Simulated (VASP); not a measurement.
VASP runs on FeAl (CsCl type) share one base input (PBE GGA, plane waves, VASP's PBE PAW potentials (set 64)) and change the settings named in each case.

KPOINTS:
```
Automatic
0
gamma
11 11 11
```

**POSCAR**
```
FeAl
1
    2.9682000000     0.0000000000     0.0000000000
    0.0000000000     2.9682000000     0.0000000000
    0.0000000000     0.0000000000     2.9682000000
Al Fe
1 1
Direct
  0.5000000000   0.5000000000   0.5000000000
  0.0000000000   0.0000000000   0.0000000000
```

### INCAR
```
SYSTEM = FeAl
PREC = Accurate
ENCUT = 400
EDIFF = 1E-6
NELM = 100
ALGO = Normal
LREAL = .FALSE.
LASPH = .TRUE.
ISMEAR = 1
SIGMA = 0.1
GGA = PE
LMAXMIX = 4
LWAVE = .FALSE.
LCHARG = .FALSE.
ISIF = 2
```

POTCAR, in this order: Al Fe (PBE.64 set). Program: vasp_std.

```
change            E(σ→0) (eV/atom)  plane waves
----------------  ----------------  -----------
base run                   -6.2401          484
PREC = Low                 -6.2406          484
PREC = Normal              -6.2400          484
PREC = Single              -6.2397          484
ADDGRID = .TRUE.           -6.2401          484
LASPH = .FALSE.                  ?          484
LREAL = Auto               -6.2404          484
```

Question: Fill in the missing entries.

Answer: 
- LASPH = .FALSE., E(σ→0) (eV/atom): -6.2375

Left out are runs that ran out of time, are held back, or changed the cell or the kind of run, fixed moments of cells without a moment, rows past the twelfth, gaps on odd meshes, pressures of charged cells and columns that move by less than the noise.

The compound is FeAl in the CsCl type structure. The cell was not relaxed at this level. The run is not spin-polarised, so no magnetic state was tried. The electron count is odd and the run is not spin-polarised, which forces a metal.
